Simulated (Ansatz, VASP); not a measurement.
## HfSc (Hf-Sc stack, (100) layers) in two plane-wave programs

Aim: how closely do two programs agree when they are given the same cell, functional and k mesh? The cell is taken from a series of runs on this material, whose earlier steps may have relaxed, scaled, displaced or heated it; both programs get it as it stands.

Calculated with Ansatz 0.2.0; plane waves, with VASP 6.6.1 beside it; LDA.

**1. Set-up**

The cell holds 2 atoms: 1 Hf and 1 Sc. Its edges and angles: a = 2.969 Å, b = 2.969 Å, c = 28.443 Å, α = 90.0°, β = 90.0°, γ = 90.0°. It derives from HfSc. Vacuum lies along c.

As a file:

```cif
data_structure
_symmetry_space_group_name_H-M 'P 1'
_symmetry_Int_Tables_number 1
_cell_length_a 2.9695
_cell_length_b 2.9695
_cell_length_c 28.4435
_cell_angle_alpha 90.000
_cell_angle_beta 90.000
_cell_angle_gamma 90.000
_cell_volume 250.81
loop_
_atom_site_label
_atom_site_type_symbol
_atom_site_fract_x
_atom_site_fract_y
_atom_site_fract_z
_atom_site_occupancy
Hf1 Hf 0.00000 0.00000 0.19838 1
Sc2 Sc 0.50000 0.50000 0.26998 1
```

**2. Ansatz: zone-centre phonons, LDA**

Ansatz runs on its PAW soft_1 files.

Second derivatives magnify differences that forces hide, and they need a tight electronic threshold.

The input, input.yaml:

```yaml
crystal:
  lattice:
    - [2.9694554087, 0.0, 0.0]
    - [0.0, 2.9694554087, 0.0]
    - [0.0, 0.0, 28.4434864415]
  atoms:
    - { symbol: Hf, position: [0.0, 0.0, 0.1983762877] }
    - { symbol: Sc, position: [0.5, 0.5, 0.2699819084] }
  periodic: [true, true, false]
kpoints:
  mp_grid: { grid: [6, 6, 1] }
hamiltonian:
  xc: lda
  pseudopotentials: { kind: paw, azcp: { folder: soft_1 }, xc_functional: pbe }
scf:
  occupations: { method: methfessel_paxton, width: 0.2 }
output:
  eigenvalues: true
phonons:
  method: dfpt
  qmesh: [2, 2, 1]
  temperatures: { t_max: 1000, t_step: 50 }
  qpath:
    path: [[0.0, 0.0, 0.0], [0.0, 0.5, 0.0], [0.5, 0.5, 0.0], [0.0, 0.0, 0.0]]
    npoints: 10
```

Started as:

```
$ ansatz run input.yaml --threads 8 --pin off --max-ram 20480MiB --backend cpu --events-out ev --progress --plain --runs-dir out
```

Numbers of over 12 decimals in the logs are rounded to 6 here.

What it wrote:

```text
Engine: ansatz 0.2.0, aarch64-unknown-linux-gnu
Pseudopotentials: kind: paw
Pseudopotential: Hf, paw, valence charge 26, recommended cutoff 420 eV (normal), soft_1/Hf.paw.azcp
Pseudopotential: Sc, paw, valence charge 11, recommended cutoff 420 eV (normal), soft_1/Sc.paw.azcp
Functional definition: SPW92
  exchange = slater_x
  correlation = pw_c
Crystal: 2 atoms, lattice volume = 250.805 Å³
Basis set: ecut = 420 eV, 4755 PW (Γ), exchange–correlation on 40×40×384 points (8 copies of the dense FFT grid, shifted against one another)
Bands: 23, of which v1, the nominal top of the filled ones, is band 19 counted from 1 (18 counted from 0)
Symmetry: 8 space group operations
k-points: 10 of 36
Non-local potential: Hf, projectors of the file, l = 0: 3, l = 1: 2, l = 2: 2, l = 3: 3
Non-local potential: Sc, projectors of the file, l = 0: 3, l = 1: 2, l = 2: 3, l = 3: 1
PAW form: soft (Blöchl's): semilocal exchange-correlation on the pseudo side does not see the compensation charge
PAW frozen core: Hf, regenerated for the run's functional, and the local potential with it (the file was generated under x = pbe(κ = 0.804, μ = 0.219515), c = pbe(β = 0.066725))
PAW frozen core: Sc, regenerated for the run's functional, and the local potential with it (the file was generated under x = pbe(κ = 0.804, μ = 0.219515), c = pbe(β = 0.066725))
PAW one-centre angular grid: Hf, 590 points (default); XC on 64 Gauss nodes
PAW one-centre angular grid: Sc, 590 points (default); XC on 64 Gauss nodes
Initial density: superposition of atomic densities (neutral atoms: chi_scale 0, normalization atom)
Initial wavefunctions: pseudopotential atomic-orbital guess
Functional: x = slater, c = lda
SCF iter   1: F=—  HF=-17567.626048 eV  |F-HF|=—  |Δ(HF+E_count)|=         —  Δρ=2.65e-2  dr2=1.25e1  ethr=3.10e-3  ⟨swp⟩=9.3  Hψ=1414  notcnv=0
preconditioner: auto → LDOS  [insulator: Δε(μ)=0.242 eV  Ē_g=9.788 eV  σ=0.200 eV  W_gap=0.72  n_scr=16 (ndim 8)  ℏωp=10.7 eV  f_vac=0.749  D(μ)=2.06/eV (n_scr^D=10)  ε∞_Penn≈2.2  β→1.0]
SCF iter   2: F=—  HF=-17565.863240 eV  |F-HF|=—  |Δ(HF+E_count)|=    1.76e0  S|Δr|=    0.00e0  Δρ=2.68e-2  dr2=9.57e0  ethr=3.10e-3  ⟨swp⟩=5.4  Hψ=671  notcnv=0
SCF iter   3: F=—  HF=-17564.863049 eV  |F-HF|=—  |Δ(HF+E_count)|=    1.00e0  S|Δr|=    0.00e0  Δρ=7.81e-3  dr2=1.30e0  ethr=3.10e-3  ⟨swp⟩=4.3  Hψ=701  notcnv=0
SCF iter   4: F=—  HF=-17564.683737 eV  |F-HF|=—  |Δ(HF+E_count)|=   1.79e-1  S|Δr|=    0.00e0  Δρ=2.91e-3  dr2=7.19e-2  ethr=3.10e-3  ⟨swp⟩=3.1  Hψ=387  notcnv=0
SCF iter   5: F=—  HF=-17564.682660 eV  |F-HF|=—  |Δ(HF+E_count)|=   1.08e-3  S|Δr|=    0.00e0  Δρ=1.04e-3  dr2=1.10e-2  ethr=1.94e-4  ⟨swp⟩=2.8  Hψ=415  notcnv=0
SCF iter   6: F=—  HF=-17564.682966 eV  |F-HF|=—  |Δ(HF+E_count)|=   3.06e-4  S|Δr|=    0.00e0  Δρ=6.65e-4  dr2=2.18e-3  ethr=2.98e-5  ⟨swp⟩=3.2  Hψ=496  notcnv=0
SCF iter   7: F=—  HF=-17564.682942 eV  |F-HF|=—  |Δ(HF+E_count)|=   2.41e-5  S|Δr|=    0.00e0  Δρ=3.00e-4  dr2=8.33e-4  ethr=5.89e-6  ⟨swp⟩=2.9  Hψ=437  notcnv=0
SCF iter   8: F=—  HF=-17564.682914 eV  |F-HF|=—  |Δ(HF+E_count)|=   2.71e-5  S|Δr|=    0.00e0  Δρ=1.57e-4  dr2=4.23e-4  ethr=2.25e-6  ⟨swp⟩=2.3  Hψ=401  notcnv=0
SCF iter   9: F=—  HF=-17564.682890 eV  |F-HF|=—  |Δ(HF+E_count)|=   2.48e-5  S|Δr|=    0.00e0  Δρ=4.56e-5  dr2=1.96e-5  ethr=1.14e-6  ⟨swp⟩=2.6  Hψ=304  notcnv=0
SCF iter  10: F=—  HF=-17564.682881 eV  |F-HF|=—  |Δ(HF+E_count)|=   8.86e-6  S|Δr|=    0.00e0  Δρ=2.23e-5  dr2=1.68e-6  ethr=5.28e-8  ⟨swp⟩=2.9  Hψ=438  notcnv=0
SCF iter  11: F=—  HF=-17564.682881 eV  |F-HF|=—  |Δ(HF+E_count)|=   2.21e-7  S|Δr|=    0.00e0  Δρ=1.03e-5  dr2=2.96e-7  ethr=4.53e-9  ⟨swp⟩=2.6  Hψ=438  notcnv=0
SCF iter  12: F=—  HF=-17564.682881 eV  |F-HF|=—  |Δ(HF+E_count)|=   1.43e-8  S|Δr|=    0.00e0  Δρ=3.67e-6  dr2=7.04e-8  ethr=8.00e-10  ⟨swp⟩=3.5  Hψ=523  notcnv=0
SCF iter  13: F=—  HF=-17564.682881 eV  |F-HF|=—  |Δ(HF+E_count)|=   1.48e-8  S|Δr|=    0.00e0  Δρ=1.41e-6  dr2=6.22e-9  ethr=1.90e-10  ⟨swp⟩=2.3  Hψ=426  notcnv=0
SCF iter  14: F=—  HF=-17564.682881 eV  |F-HF|=—  |Δ(HF+E_count)|=   5.05e-9  S|Δr|=    0.00e0  Δρ=5.38e-7  dr2=8.83e-10  ethr=1.68e-11  ⟨swp⟩=3.5  Hψ=481  notcnv=0
SCF iter  15: F=—  HF=-17564.682881 eV  |F-HF|=—  |Δ(HF+E_count)|=   2.48e-9  S|Δr|=    0.00e0  Δρ=2.37e-7  dr2=1.93e-10  ethr=2.39e-12  ⟨swp⟩=2.8  Hψ=470  notcnv=0
SCF iter  16: F=—  HF=-17564.682881 eV  |F-HF|=—  |Δ(HF+E_count)|=  2.00e-10  S|Δr|=    0.00e0  Δρ=6.27e-8  dr2=1.54e-11  ethr=1.00e-12  ⟨swp⟩=3.4  Hψ=499  notcnv=0
SCF iter  17: F=-17564.682881 eV  HF=-17564.682881 eV  |F-HF|=1.13e-10  |Δ(HF+E_count)|=  6.91e-11  S|Δr|=    0.00e0  Δρ=2.73e-8  dr2=1.86e-12  ethr=1.00e-12  ⟨swp⟩=12.0  Hψ=1900  notcnv=0
SCF 1 converged in 17 iterations: F = -17564.682881 eV  dr2 = 1.86e-12
  greatest PAW one-centre occupation: 0.998 electrons in one spin orbital (limit 2), on the Sc atom at site 1 (counted from 0), in its partial waves of l = 0
phonons: the bands overlap, so this run is a metal and interpolates without the dipole-dipole term. If the crystal is really an insulator or semiconductor, its LO-TO splitting is missing
NSCF: frozen V_eff on 10 k-points
NSCF: frozen V_eff on 16 k-points
DFPT response loops at q = (0, 0, 0) (fractional): preconditioner auto → none (partly filled bands, converged f_vac=0.760); β = 0.50; Broyden in place of MSR1
NSCF: frozen V_eff on 32 k-points
DFPT response loops at q = (0, -0.5, 0) (fractional): mixed as the last ones told, above
NSCF: frozen V_eff on 32 k-points
DFPT response loops at q = (-0.5, -0.5, 0) (fractional): mixed as the last ones told, above
SCF converged after 17 iterations
Stability not checked: this state was not tested for a lower state beside it, because cold or Methfessel-Paxton smearing, or corrected tetrahedra, fill the levels in a way that the test cannot read (fill_not_monotonic; see scf.lower_state_search)
Free energy (F): -17564.682881 eV
Harris-Foulkes:  -17564.682881 eV  (|F-HF|=1.13e-10)
Internal energy: -17564.668893 eV  (E = F + TS)
E sigma→0 (E₀):  -17564.679384 eV
Entropy (-TS):   -0.013988 eV (-6.994 meV/atom)
Fermi energy:    -3.892092 eV
--- Per-component energies (eV) ---
  E_band       = -877.455665
  E_kinetic    = 623.628173
  E_local      = -90928.896759  (includes V_loc(G=0)·N_el)
  E_nonlocal   = 216.967455
  E_hartree    = 44904.896816
  E_xc         = -349.805956
  E_vxc        = -360.596303  (∫ρ·V_xc dr)
  E_paw        = -8397.809582  (= ΣΔE_a)
  E_vpaw       = -238.351999  (= ΣTr[D̂ρ^β])
  E_aug_tail   = 0.000135  (compensation charges beyond the density's cutoff)
  E_ewald      = 36363.588814
  E_core_change = 2.762011  (= ΣΔE_core)
  E_smearing   = -0.013988  (= −TS)
  E_closure    = 0.000000  (closes the sum)
  Σ components = -17564.682881   (vs F -17564.682881, Δ=0.00e0)
--- Band table (eV; the first three rows and the last of 10) ---
  k-point 0: bands = [... 15 lower, -9.1829, -6.7496, -5.2582, -4.1978, -3.3742, -3.0574, -1.2830, -1.2830]
  k-point 1: bands = [... 15 lower, -8.5053, -6.2628, -4.7779, -4.0257, -3.3773, -2.6430, -1.5267, -1.2407]
  k-point 2: bands = [... 15 lower, -7.0475, -5.5952, -3.9512, -3.6309, -3.3182, -2.1299, -1.4145, -1.3799]
  k-point 9: bands = [... 15 lower, -6.2335, -5.3656, -4.5855, -4.5855, -1.3714, -1.3714, -0.3135, 0.1151]
--- Phonons (Γ-DFPT): 4 representative perturbations + reference (Σ response iterations 19) ---
  ASR residual: 2.414e-5 → 0.000e0 eV/Å²; symmetrization residual: 1.338e-5 eV/Å²
  ASR residual per site (eV/Å²): 1.34e-5 2.41e-5
  Γ frequencies (cm⁻¹): 0.00 0.00 0.00 146.60 146.60 236.91
--- Phonons (arbitrary-q DFPT): 3 irreducible q on the 2×2×1 mesh ---
  q = [0.0000, 0.0000, 0.0000] (star 1, of the zone-centre solve; hermiticity 3.61e-6, symmetrization 1.13e-11): -0.00 -0.00 0.00 146.60 146.60 236.91
  q = [0.0000, -0.5000, 0.0000] (star 2, 6 solved perturbations on 16 of 36 k-point pairs; hermiticity 1.17e-6, symmetrization 3.80e-8): 33.18 56.22 71.27 102.22 185.29 239.90
  q = [-0.5000, -0.5000, 0.0000] (star 1, 4 solved perturbations in 52 linear systems a pass and spin channel, the states on 16 of 36 k-point pairs; hermiticity 3.95e-7, symmetrization 1.40e-9): -22.03 137.56 137.56 145.45 273.51 273.51
  sum rule: each row above includes the acoustic sum rule's correction from the zone centre's row sums; it moved no ω² by more than (0.38 cm⁻¹)²
  mesh force constants: q→R imaginary residual 1.94e-17; ASR residual 2.414e-5 → 0.000e0 eV/Å²; symmetrization residual 2.665e-15 eV/Å²
  interpolated dispersion: 31 rows × 6 modes
  density of states and harmonic sums: on the 22×22×1 q-mesh, interpolated from the force constants of a 2×2×1 supercell (no non-analytic term)
  largest difference from the sums on the solved wave vectors: F 1.03e-1 eV, S 1.40e-4 and C_V 3.63e-5 eV/K
  zero-point energy: 0.046486 eV/cell   skipped modes (ω ≤ 0): 50, of them read as no rigid motion or as one in doubt: 47 (5.723e-1 modes/cell left out, lowest -39.81 cm⁻¹)   left out of the sums: 9.64e-2 of the cell's modes: C_V's classical limit lies that fraction below 3 k_B per atom; for a crystal, a wire or a layer, F and S can be off by more, and a phonons.interpolated_qmesh denser along its periods is the remedy for the sampling
```

The column dr2 measures how far the density is from self-consistency, as an energy; F and HF (Harris–Foulkes) agree once it is small.

(Part 1 of 2 ends here.)

[Lines on the potential files, build, host, timing and source positions are cut from VASP's logs without a mark.]

[Logs are printed without paths, hosts, clocks, repeated set-up lines and the standing remarks that a program may print on its own settings, such as how far it seeks lower states.]

[Hosts, paths, dates, database ids (printed as entryN), source tags and the programs' standing remarks are cut or masked in the printed files.]
